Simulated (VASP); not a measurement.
# Al15CoN16 (a cell with a defect) in VASP: settings compared

One crystal, Al15CoN16 (a cell with a defect), is run at these levels: PBEsol, HSE06; tasks: single point.

Everything below comes from runs of VASP 6.6.1. Logs are shortened: lines on timing, memory, paths and dates and some standing lists are left out, and cuts for length are marked.

## (1) Starting point

The cell holds a defect, 32 atoms: a = 6.220 Å, b = 6.220 Å, c = 9.960 Å, α = 90.00°, β = 90.00°, γ = 120.00°.

## (2) Single point, PBEsol, collinear spin, zero start

Input file INCAR:

```
PREC = Accurate ; ENCUT = 450
EDIFF = 1E-5 ; ISMEAR = 0
SIGMA = 0.03 ; LREAL = Auto
LASPH = True ; NELM = 120
ALGO = Normal ; ISIF = 2
LWAVE = False ; LCHARG = False
ISPIN = 2 ; MAGMOM = 0 0 0 0 0 0 0 0 0 0 0 0 0 0 0 0 0 0 0 0 0 0 0 0 0 0 0 0 0 0 0 0
LORBIT = 11 ; NUPDOWN = 0
LMAXMIX = 4 ; GGA = PS
ISYM = 0 ; KPAR = 4
```

Input file KPOINTS:

```
Automatic mesh
0
Gamma
  3 3 2
```

Input file POSCAR:

```
Al15CoN16                               
1.0
    6.2200008610      0.0000000000      0.0000000000
   -3.1100004305      5.3866787572      0.0000000000
    0.0000000000      0.0000000000      9.9600000000
  Co              Al              N             
     1    15    16
Direct
     0.3341517704270011    0.1675337091565167    0.9986268575881685
     0.3333084205418342    0.1669409530537067    0.5008806357173993
     0.3379363147255389    0.6693135799170372    0.0024218680270976
     0.3339510972662337    0.6672380686215328    0.5003196588738066
     0.8339641960547760    0.1667853494807151    0.0019484193520286
     0.8339330870549705    0.1673855103684704    0.5003312334834322
     0.8342314921492290    0.6683784441478363    0.0017895668474089
     0.8342520243798512    0.6671848218070588    0.5001564605361865
     0.1648748101367810    0.3340946711668045    0.2496547545218947
     0.1686994961582306    0.3349962916813758    0.7516404109015153
     0.1653376916738098    0.8314039225744122    0.2493641839637951
     0.1685412995839319    0.8349688506858706    0.7515779124570001
     0.6649173311513612    0.3330972424968844    0.2489071407626827
     0.6687183504741792    0.3347287670578568    0.7509344471382082
     0.6671729768200897    0.8339379434412779    0.2516722080886704
     0.6680690483235984    0.8345314823067134    0.7506633865152035
     0.3277874094302373    0.1642741506264317    0.1902472888702413
     0.3346878730759592    0.1679867412414150    0.6920537909661256
     0.3347035766419281    0.6674185241787787    0.1926567685859928
     0.3345814263270291    0.6680694082177884    0.6914421200053485
     0.8317354611161482    0.1666423547430849    0.1923599254042243
     0.8352970110464106    0.1678571964727196    0.6913888731629833
     0.8320939939190466    0.6662934967801724    0.1922666274869010
     0.8352132861333771    0.6681279868546343    0.6912178275518631
     0.1672672189404861    0.3336686468383359    0.4409577166814423
     0.1670038057008919    0.3386334583756991    0.9435241307608662
     0.1676393802437668    0.8342918830474004    0.4406750349526277
     0.1672322010233522    0.8292054602514415    0.9432608251694683
     0.6656548040765845    0.3331267747808290    0.4404918619409739
     0.6756944291200940    0.3383775572267105    0.9404437720353233
     0.6674764723178163    0.8339956720128683    0.4421431643083005
     0.6693722439654421    0.8350950803876006    0.9415631273428269
```

Potentials or basis: VASP PAW PBE potentials, release 64 (Co, Al, N).

Command:

```
$ cat potpaw_PBE.64/Co/POTCAR potpaw_PBE.64/Al/POTCAR potpaw_PBE.64/N/POTCAR > POTCAR
$ mpirun -np 4 vasp_std > vasp.out
```

OUTCAR:

```text
PREC = Accurate
   ENCUT = 450
   EDIFF = 1E-5
   ISMEAR = 0
   LREAL = Auto
   LASPH = True
   NELM = 120
   ISIF = 2
   ISPIN = 2
   LORBIT = 11
   NUPDOWN = 0
   GGA = PS
   ISYM = 0

 ion  position               nearest neighbor table
   1  0.334  0.168  0.999-  26 1.90  28 1.90  17 1.91  30 1.93  12 3.04  10 3.04  14 3.06  13 3.06
                            11 3.08   9 3.09   7 3.11   5 3.11   3 3.11   3 3.11   5 3.11   7 3.11
   2  0.333  0.167  0.501-  29 1.89  25 1.89  27 1.89  18 1.90  12 3.07  10 3.07  14 3.08  13 3.08
                             9 3.09  11 3.09   8 3.11   6 3.11   4 3.11   4 3.11   6 3.11   8 3.11
   3  0.338  0.669  0.002-  26 1.88  28 1.88  32 1.89  19 1.89  11 3.05  15 3.05   9 3.05  16 3.07
                            10 3.08  12 3.08   5 3.09   7 3.09   1 3.11   1 3.11   7 3.13   5 3.13
   4  0.334  0.667  0.500-  31 1.89  27 1.89  25 1.89  20 1.90  15 3.06   9 3.07  16 3.08  11 3.08
                            10 3.08  12 3.08   8 3.11   6 3.11   2 3.11   2 3.11   6 3.11   8 3.11
   5  0.834  0.167  0.002-  30 1.88  32 1.89  26 1.89  21 1.90   9 3.04  13 3.05  15 3.07  10 3.08
                            16 3.08  14 3.08   3 3.09   7 3.10   1 3.11   1 3.11   7 3.12   3 3.13
   6  0.834  0.167  0.500-  31 1.89  25 1.89  29 1.90  22 1.90  15 3.06   9 3.07  16 3.07  14 3.07
                            10 3.08  13 3.09   2 3.11   8 3.11   4 3.11   4 3.11   8 3.11   2 3.11
   7  0.834  0.668  0.002-  30 1.88  32 1.88  28 1.89  23 1.90  11 3.04  13 3.05  15 3.07  12 3.07
                            16 3.08  14 3.08   3 3.09   5 3.10   1 3.11   1 3.11   5 3.12   3 3.13
   8  0.834  0.667  0.500-  31 1.89  27 1.89  29 1.90  24 1.90  15 3.06  11 3.07  14 3.07  16 3.07
                            13 3.08  12 3.08   2 3.11   6 3.11   4 3.11   4 3.11   6 3.11   2 3.11
   9  0.165  0.334  0.250-  21 1.88  19 1.88  17 1.89  25 1.91   5 3.04   3 3.05   6 3.07   4 3.07
[... 17 lines left out ...]
  19  0.335  0.667  0.193-  11 1.88   9 1.88  15 1.88   3 1.89
  20  0.335  0.668  0.691-  16 1.89  12 1.89  10 1.89   4 1.90
  21  0.832  0.167  0.192-  13 1.88   9 1.88  15 1.89   5 1.90
  22  0.835  0.168  0.691-  16 1.89  14 1.89  10 1.89   6 1.90
[... 8 lines left out ...]
  31  0.667  0.834  0.442-   6 1.89   8 1.89   4 1.89  15 1.90
  32  0.669  0.835  0.942-   7 1.88   5 1.89   3 1.89  16 1.90

IMPORTANT INFORMATION: All symmetrisations will be switched off!
NOSYMM: (Re-)initialisation of all symmetry stuff for point group C_1.

----------------------------------------------------------------------------------------

                                     Primitive cell

  volume of cell :     333.7113

  direct lattice vectors                    reciprocal lattice vectors
     6.220000861  0.000000000  0.000000000     0.160771682  0.092821574  0.000000000
    -3.110000430  5.386678757  0.000000000     0.000000000  0.185643148  0.000000000
     0.000000000  0.000000000  9.960000000     0.000000000  0.000000000  0.100401606

  length of vectors
     6.220000861  6.220000861  9.960000000     0.185643148  0.185643148  0.100401606

  position of ions in fractional coordinates (direct lattice)
     0.334151770  0.167533709  0.998626858
     0.333308421  0.166940953  0.500880636
     0.337936315  0.669313580  0.002421868
     0.333951097  0.667238069  0.500319659
     0.833964196  0.166785349  0.001948419
     0.833933087  0.167385510  0.500331233
[... 24 lines left out ...]
     0.667476472  0.833995672  0.442143164
     0.669372244  0.835095080  0.941563127

  ion indices of the primitive-cell ions
   primitive index   ion index
                 1           1
                 2           2
                 3           3
                 4           4
                 5           5
                 6           6
[... 24 lines left out ...]
                31          31
                32          32

----------------------------------------------------------------------------------------

 KPOINTS: Automatic mesh

Automatic generation of k-mesh.
 Grid dimensions read from file:
 generate k-points for:    3    3    2

 Generating k-lattice:

  Cartesian coordinates                     Fractional coordinates (reciprocal lattice)
     0.053590561  0.030940525  0.000000000     0.333333333 -0.000000000  0.000000000
     0.000000000  0.061881049  0.000000000     0.000000000  0.333333333  0.000000000
[... 32 lines left out ...]
   NGXF,Y,Z  is equivalent  to a cutoff of  25.66, 25.66, 23.37 a.u.
 SYSTEM =  unknown system
   PREC   = accura    normal or accurate (medium, high low for compatibility)
   ISTART =      0    job   : 0-new  1-cont  2-samecut
   ICHARG =      2    charge: 1-file 2-atom 10-const
   ISPIN  =      2    spin polarized calculation?
   LNONCOLLINEAR =      F non collinear calculations
   LSORBIT =      F    spin-orbit coupling
   LASPH  =      T    aspherical Exc in radial PAW
   ENCUT  =  450.0 eV  33.07 Ry    5.75 a.u.  10.76 10.76 17.23*2*pi/ulx,y,z
   NELM   =    120;   NELMIN=  2; NELMDL= -5     # of ELM steps
   EDIFF  = 0.1E-04   stopping-criterion for ELM
   LREAL  =      T    real-space projection
   EDIFFG = 0.1E-03   stopping-criterion for IOM
   NSW    =      0    number of steps for IOM
   IBRION =     -1    ionic relax: 0-MD 1-quasi-New 2-CG
   NFREE  =      0    steps in history (QN), initial steepest desc. (CG)
   ISIF   =      2    stress and relaxation
   ISYM   =      0    0-nonsym 1-usesym 2-fastsym
   POTIM  = 0.5000    time-step for ionic-motion
   TEBEG  =    0.0;   TEEND  =   0.0 temperature during run
   PSTRESS=    0.0 pullay stress
   NELECT =     134.0000    total number of electrons
   NUPDOWN=       0.0000    fix difference up-down
   EMIN   =  10.00;   EMAX   =-10.00  energy-range for DOS
   EFERMI =   0.00;   METHOD = LEGACY
   ISMEAR =     0;   SIGMA  =   0.03  broadening in eV -4-tet -1-fermi 0-gaus
   EFERMI_NEDOS =   21; number of points for ismear=-14 and -15
   IALGO  =     38    algorithm
   IMIX   =      4    mixing-type and parameters
     AMIX     =   0.40;   BMIX     =  1.00
     AMIX_MAG =   1.60;   BMIX_MAG =  1.00
  volume/ion in A,a.u.               =      10.43        70.37
  Fermi-wavevector in a.u.,A,eV,Ry     =   1.207775  2.282364 19.847107  1.458721
  Thomas-Fermi vector in A             =   2.343403
   LORBIT       =     11    0 simple, 1 ext, 2 COOP (PROOUT), +10 PAW based schemes
   GGA     = PS    functional components
   LHFCALC =     F    Hartree Fock is set to
   AEXX    =    0.0000 exact exchange contribution
   IVDW    =     0    specifies the selected vdW correction
   LEPSILON=     F    determine dielectric tensor
   LRPA    =     F    only Hartree local field effects (RPA)
 spin polarized calculation
 Gauss-broadening in eV      SIGMA  =   0.03
  energy-cutoff  :      450.00
  volume of cell :      333.71
 maximum number of plane-waves:      7283
 NGX is ok and might be reduce to    48
   NGX = 21   NGY = 21   NGZ = 35

 number of electron     133.9999986 magnetization      -0.0000000

 number of electron     133.9999986 magnetization       0.0000000

 Free energy of the ion-electron system (eV)
  ---------------------------------------------------
  ext. energy  EPLUGINS =         0.00000000
  ---------------------------------------------------
  free energy    TOTEN  =      -248.65563040 eV

  energy without entropy =     -248.65421984  energy(sigma->0) =     -248.65492512

 E-fermi :   7.8220     XC(G=0): -11.1759

 val. band max:        7.8019004912   @ k =   0.0000   0.0000   0.0000
 cond. band min:       7.8486690591   @ k =   0.3333   0.3333   0.0000
 fundamental gap:      0.0467685679
 Fermi energy:         7.8184625528

 spin component 1

 k-point     1 :       0.0000    0.0000    0.0000
  band No.  band energies     occupation
      1      -9.1321      1.00000
      2      -8.2653      1.00000
      3      -8.2147      1.00000
      4      -7.1763      1.00000
      5      -7.1672      1.00000
      6      -7.1441      1.00000
[... 809 lines left out ...]
     78      13.1480      0.00000
     79      13.1655      0.00000
 Fermi energy:         7.8220277655

 spin component 2

 k-point     1 :       0.0000    0.0000    0.0000
  band No.  band energies     occupation
      1      -9.1322      1.00000
      2      -8.2653      1.00000
      3      -8.2148      1.00000
      4      -7.1758      1.00000
      5      -7.1678      1.00000
      6      -7.1441      1.00000
[... 809 lines left out ...]
     78      13.1475      0.00000
     79      13.1658      0.00000
 [bands above 79 left out]

------------------------ aborting loop because EDIFF is reached ----------------------------------------

  FORCE on cell =-STRESS in cart. coord.  units (eV):
  Direction    XX          YY          ZZ          XY          YZ          ZX
  --------------------------------------------------------------------------------------
  -------------------------------------------------------------------------------------
  Total       -0.0603315      0.5354711     -1.6736546     -0.5550777      0.0242351      0.0113283
  in kB       -0.2896570      2.5708442     -8.0353639     -2.6649773      0.1163547      0.0543881
  external PRESSURE =      -1.9180589 kB  Pullay stress =       0.0000000 kB

 VOLUME and BASIS-vectors are now :
 -----------------------------------------------------------------------------
  energy-cutoff  :      450.00
  volume of cell :      333.71
      direct lattice vectors                 reciprocal lattice vectors
     6.220000861  0.000000000  0.000000000     0.160771682  0.092821574  0.000000000
    -3.110000430  5.386678757  0.000000000     0.000000000  0.185643148  0.000000000
     0.000000000  0.000000000  9.960000000     0.000000000  0.000000000  0.100401606

 POSITION                                       TOTAL-FORCE (eV/Angst)
 -----------------------------------------------------------------------------------
      1.55739      0.90245      9.94632         0.091450      0.049404     -0.078456
      1.55399      0.89926      4.98877         0.017438      0.013726     -0.037678
      0.02040      3.60538      0.02412         0.114634      0.064913      0.153373
      0.00207      3.59420      4.98318         0.021060      0.015754     -0.005056
      4.66856      0.89842      0.01941         0.040179     -0.126764      0.112482
      4.66650      0.90165      4.98330        -0.035417     -0.004852     -0.009180
[... 24 lines left out ...]
      1.55798      4.49247      4.40375         0.004772     -0.002097     -0.004117
      1.56635      4.49839      9.37797        -0.014735      0.001348     -0.046066
 -----------------------------------------------------------------------------------
    total drift:                               -0.005183      0.000622     -0.008846

  FREE ENERGIE OF THE ION-ELECTRON SYSTEM (eV)
  ---------------------------------------------------
  free  energy   TOTEN  =      -248.6556303955 eV

  energy  without entropy=     -248.6542198421  energy(sigma->0) =     -248.65492512

 total charge

# of ion       s       p       d       tot
------------------------------------------
    1        0.468   0.574   7.317   8.358
    2        0.369   0.443   0.000   0.812
    3        0.373   0.450   0.000   0.823
    4        0.369   0.442   0.000   0.811
    5        0.372   0.447   0.000   0.818
    6        0.369   0.442   0.000   0.811
[... 24 lines left out ...]
   31        1.223   2.617   0.000   3.841
   32        1.223   2.618   0.000   3.841
--------------------------------------------------
tot         25.638  48.778   7.317  81.733

 magnetization (x)

# of ion       s       p       d       tot
------------------------------------------
    1        0.000  -0.000   0.001   0.001
    2        0.000   0.000   0.000   0.000
    3       -0.000  -0.000   0.000  -0.000
    4        0.000  -0.000   0.000   0.000
    5       -0.001  -0.001   0.000  -0.002
    6        0.000  -0.000   0.000  -0.000
[... 24 lines left out ...]
   31        0.000   0.000   0.000   0.000
   32        0.000  -0.000   0.000  -0.000
--------------------------------------------------
tot          0.000  -0.001   0.001   0.000
```

It took 9 min on 4 MPI ranks of Intel Xeon 6975P-C (Granite Rapids), shared host; peak memory 0.72 GiB.

Results:

```yaml
Free_energy: -248.6556 eV
Largest_force: 0.443 eV/Å
Net_moment: 0.00 μB per cell
Valence_electrons_inside_the_program's_atomic_spheres: Co 8.36; Al 0.81, 0.82; N 3.78, 3.83, 3.85, 3.84
```

Forces in eV/Å, atoms in the order of the input:
```
Co   0.091  0.049 -0.078
Al   0.017  0.014 -0.038
Al   0.115  0.065  0.153
Al   0.021  0.016 -0.005
Al   0.040 -0.127  0.112
Al  -0.035 -0.005 -0.009
Al  -0.085  0.082  0.126
Al  -0.036 -0.023  0.000
Al  -0.015  0.036 -0.060
Al  -0.076  0.007 -0.014
Al   0.007 -0.022 -0.035
Al  -0.023 -0.074 -0.025
Al  -0.068 -0.057  0.003
Al   0.014  0.017 -0.203
Al  -0.023 -0.006 -0.007
Al   0.031  0.003 -0.017
N    0.349  0.200  0.000
N    0.023  0.006  0.039
N   -0.035 -0.009  0.003
N    0.042  0.001 -0.003
N   -0.007  0.004 -0.036
N   -0.009 -0.001 -0.007
N    0.001 -0.020 -0.040
N   -0.015  0.009  0.008
N    0.004 -0.010  0.012
N   -0.033 -0.072 -0.165
N   -0.021  0.008  0.030
N   -0.087  0.013 -0.124
N    0.025  0.019  0.056
N   -0.205 -0.121  0.374
N    0.005 -0.002 -0.004
N   -0.015  0.001 -0.046
```

Caveat: the k mesh is coarse (spacing up to 0.39 Å⁻¹), so the values aren't converged; the cutoff is under 1.25 times the usual one of these potentials, so pressure, stress and relaxed cells hold a basis-set (Pulay) error; the PAW data sets were made with another functional, which shifts forces and pressure a little; the total moment is fixed, so each spin has its own Fermi level.

## (3) Single point, HSE06, collinear spin, zero start

POSCAR is that of step 2.

Input file INCAR.step1:

```
PREC = Accurate ; ENCUT = 450
EDIFF = 1E-5 ; ISMEAR = 0
SIGMA = 0.03 ; LREAL = Auto
LASPH = True ; NELM = 70
ALGO = Normal ; ISIF = 2
LWAVE = True ; ISPIN = 2
MAGMOM = 0 0 0 0 0 0 0 0 0 0 0 0 0 0 0 0 0 0 0 0 0 0 0 0 0 0 0 0 0 0 0 0 ; LORBIT = 11
NUPDOWN = 0 ; LMAXMIX = 4
ISYM = -1 ; TIME = 0.4
NKRED = 2 ; GGA = PE
KPAR = 2
```

Input file INCAR.step2:

```
PREC = Accurate ; ENCUT = 450
EDIFF = 1E-4 ; ISMEAR = 0
SIGMA = 0.03 ; LREAL = Auto
LASPH = True ; NELM = 70
ALGO = Damped ; ISIF = 2
LWAVE = False ; LCHARG = False
ISPIN = 2 ; MAGMOM = 0 0 0 0 0 0 0 0 0 0 0 0 0 0 0 0 0 0 0 0 0 0 0 0 0 0 0 0 0 0 0 0
LORBIT = 11 ; NUPDOWN = 0
LMAXMIX = 4 ; GGA = PE
LHFCALC = True ; HFSCREEN = 0.2
PRECFOCK = Fast ; ISYM = -1
TIME = 0.4 ; NKRED = 2
ISTART = 1 ; KPAR = 2
```

Input file KPOINTS:

```
Automatic mesh
0
Gamma
  2 2 2
```

Potentials or basis: VASP PAW PBE potentials, release 64 (Co, Al, N).

Command:

```
$ cat potpaw_PBE.64/Co/POTCAR potpaw_PBE.64/Al/POTCAR potpaw_PBE.64/N/POTCAR > POTCAR
$ cp INCAR.step1 INCAR
$ mpirun -np 4 vasp_std > vasp.out
$ cp INCAR.step2 INCAR
$ mpirun -np 4 vasp_std > vasp.out
```

Wall time 12 min (4 MPI ranks of Intel Xeon 6975P-C (Granite Rapids), shared host); peak memory 0.75 GiB.

Results (log left out):

* Free energy: -281.2254 eV
* Largest force: 0.456 eV/Å
* Net moment: 0.00 μB per cell
* Valence electrons inside the program's atomic spheres: Co 8.33; Al 0.88, 0.89, 0.87; N 3.81, 3.86, 3.87

Forces in eV/Å, atoms in the order of the input:
```
Co   0.099  0.053 -0.315
Al   0.010  0.010 -0.105
Al   0.123  0.069  0.213
Al  -0.004  0.002  0.001
Al   0.041 -0.104  0.155
Al  -0.026  0.018 -0.005
Al  -0.065  0.071  0.168
Al  -0.012 -0.026  0.006
Al   0.097 -0.050  0.046
Al  -0.124  0.044 -0.135
Al  -0.013  0.118  0.073
Al  -0.013 -0.135 -0.144
Al  -0.149 -0.105  0.101
Al   0.079  0.055 -0.245
Al  -0.020 -0.005  0.056
Al   0.031  0.004 -0.093
N    0.274  0.158  0.328
N    0.017  0.002  0.097
N   -0.029 -0.003 -0.069
N    0.054  0.006  0.035
N   -0.009 -0.002 -0.101
N   -0.009 -0.015  0.021
N   -0.005 -0.021 -0.104
N   -0.026  0.017  0.037
N   -0.035  0.017  0.029
N    0.003 -0.134 -0.180
N   -0.018 -0.040  0.048
N   -0.125  0.075 -0.138
N    0.047  0.033  0.062
N   -0.182 -0.108  0.217
N    0.004 -0.003 -0.040
N   -0.015  0.001 -0.019
```

Caveat: the k mesh is coarse (spacing up to 0.58 Å⁻¹), so the values aren't converged, least of all with exact exchange; the cutoff is under 1.25 times the usual one of these potentials, so pressure, stress and relaxed cells hold a basis-set (Pulay) error; the PAW data sets were made with another functional, which shifts forces and pressure a little; the total moment is fixed, so each spin has its own Fermi level.
